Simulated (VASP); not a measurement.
These are r2SCAN meta-GGA, VASP's PBE PAW potentials (set 64) (plane waves; VASP 6.6.1) values and carry that method's errors.

VASP ran on this input.

### KPOINTS
```
Automatic mesh
0
Gamma
13 13 13
0 0 0
```

File POSCAR:
```
NiSi2
1
   -0.0000000000     2.6921980673     2.6921980673
    2.6921980673    -0.0000000000     2.6921980673
    2.6921980673     2.6921980673    -0.0000000000
Si Ni
2 1
Direct
  0.2500000000   0.2500000000   0.2500000000
  0.7500000000   0.7500000000   0.7500000000
  0.0000000000   0.0000000000   0.0000000000
```

INCAR:
```
LREAL  =  .FALSE.
LASPH  =  .TRUE.   ! aspherical one-centre terms
ALGO  =  Normal
LMAXMIX  =  4   ! l cut-off of mixed one-centre charges
NELMIN  =  4
PREC  =  Normal
METAGGA  =  R2SCAN
SYSTEM  =  NiSi2
LMIXTAU  =  .TRUE.
EDIFF  =  1E-5   ! SCF stop (eV)
ISIF  =  2   ! forces and stress, cell fixed
IBRION  =  2
EDIFFG  =  -0.03   ! ionic stop
LWAVE  =  .FALSE.
SIGMA  =  0.1
NELM  =  100
ISMEAR  =  1   ! Methfessel-Paxton
ENCUT  =  400   ! plane-wave cut-off (eV)
LCHARG  =  .FALSE.
NSW  =  20   ! most ionic steps
```

POTCAR, in this order: Si Ni (PBE.64 set). Program: vasp_std.

The resulting files:

File OSZICAR:
```
       N       E                     dE             d eps       ncg     rms          rms(c)
DAV:   1     0.506778203019E+02    0.50678E+02   -0.70929E+03  2229   0.119E+03
DAV:   2    -0.308946418772E+02   -0.81572E+02   -0.76729E+02  2254   0.239E+02
DAV:   3    -0.344836077294E+02   -0.35890E+01   -0.35055E+01  2855   0.581E+01
DAV:   4    -0.345478856613E+02   -0.64278E-01   -0.64161E-01  2585   0.736E+00
DAV:   5    -0.345495640241E+02   -0.16784E-02   -0.16781E-02  2900   0.126E+00    0.164E+01
DAV:   6    -0.361968720248E+02   -0.16473E+01   -0.50143E+01  2405   0.180E+02    0.237E+01
DAV:   7    -0.306127234241E+02    0.55841E+01   -0.13422E+01  2619   0.109E+02    0.473E+00
DAV:   8    -0.305702128595E+02    0.42511E-01   -0.21617E+00  3181   0.278E+01    0.359E+00
DAV:   9    -0.305137897586E+02    0.56423E-01   -0.23462E-01  2716   0.110E+01    0.559E-01
DAV:  10    -0.305333552525E+02   -0.19565E-01   -0.28274E-02  2950   0.291E+00    0.484E-01
DAV:  11    -0.305276977760E+02    0.56575E-02   -0.39146E-02  2674   0.512E+00    0.623E-01
DAV:  12    -0.305319522340E+02   -0.42545E-02   -0.20342E-02  2543   0.366E+00    0.556E-02
DAV:  13    -0.305320521005E+02   -0.99866E-04   -0.54611E-04  2574   0.440E-01    0.203E-02
DAV:  14    -0.305320429130E+02    0.91874E-05   -0.13814E-05  1893   0.466E-02
   1 F= -.30532043E+02 E0= -.30532133E+02  d E =-.305320E+02
```

File OUTCAR:
```
------------------------ aborting loop because EDIFF is reached ----------------------------------------
  FORCE on cell =-STRESS in cart. coord.  units (eV):
  Direction    XX          YY          ZZ          XY          YZ          ZX
  --------------------------------------------------------------------------------------
  Total       -0.1149619     -0.1149619     -0.1149619     -0.0000000     -0.0000000     -0.0000000
  in kB       -4.7196899     -4.7196899     -4.7196899     -0.0000000     -0.0000000     -0.0000000
  external PRESSURE =      -4.7196899 kB  Pullay stress =       0.0000000 kB
  volume of cell :       39.03
      direct lattice vectors                 reciprocal lattice vectors
     0.000000000  2.692198067  2.692198067    -0.185721848  0.185721848  0.185721848
     2.692198067  0.000000000  2.692198067     0.185721848 -0.185721848  0.185721848
     2.692198067  2.692198067  0.000000000     0.185721848  0.185721848 -0.185721848
 POSITION                                       TOTAL-FORCE (eV/Angst)
 -----------------------------------------------------------------------------------
      1.34610      1.34610      1.34610         0.000000      0.000000     -0.000000
      4.03830      4.03830      4.03830        -0.000000     -0.000000      0.000000
      0.00000      0.00000      0.00000         0.000000     -0.000000     -0.000000
 -----------------------------------------------------------------------------------
    total drift:                                0.000000      0.000000      0.000000
  FREE ENERGIE OF THE ION-ELECTRON SYSTEM (eV)
  ---------------------------------------------------
  free  energy   TOTEN  =       -30.5320429130 eV

  energy  without entropy=      -30.5323116796  energy(sigma->0) =      -30.53213250

 reached required accuracy - stopping structural energy minimisation
```
(Selected blocks of OUTCAR.)

The compound is NiSi2 in the fluorite structure. It was relaxed first. The run is not spin-polarised, so no magnetic state was tried.
